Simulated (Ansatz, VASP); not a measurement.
**Al3Sb2P in VASP and in Ansatz**

```
Al Sb P
1.0
     6.85743    0.00000    0.00000
    -3.42871    5.93871    0.00000
     0.00000    0.00000    3.84495
Al Sb P
3 2 1
Direct
  0.50000 0.00000 0.50000
  0.50000 0.50000 0.50000
  0.00000 0.50000 0.50000
  0.33333 0.66667 0.00000
  0.66667 0.33333 0.00000
  0.00000 0.00000 0.00000
```

Change from the starting cell: species swapped into the EuB2Rh3 type (P6/mmm, No. 191).

Alike in both runs: functional PBE; k mesh 6 × 6 × 10; occupations gaussian, width 0.1 eV; no spin polarisation.

Ansatz relaxed the structure, and its values are those at the end. VASP's run is a single point on that final structure, the one shown.

|  | VASP | Ansatz |
| --- | --- | --- |
| version | VASP 6.6.1 | Ansatz 0.2.0 |
| potentials or method | VASP PAW PBE potentials, release 64 (Al, Sb, P) | scalar-relativistic, plane waves, PAW |
| plane-wave cutoff (eV) | 520 | 420 |
| valence electrons in the cell | 24 | 44 |

|  | VASP | Ansatz | Ansatz less VASP |
| --- | --- | --- | --- |
| gap on the k mesh at the Fermi level (eV) | none | none | - |
| pressure (GPa) | 0.2 | 0.0 | -0.16 |

A gap of «none» marks a metal or a gap that the smearing closes. The functional is the same, so the differences come from potentials, cutoffs and numerics. The two sets of potentials don't hold the same shells in valence.

Spin-orbit coupling is left out, which matters for the levels of Sb.
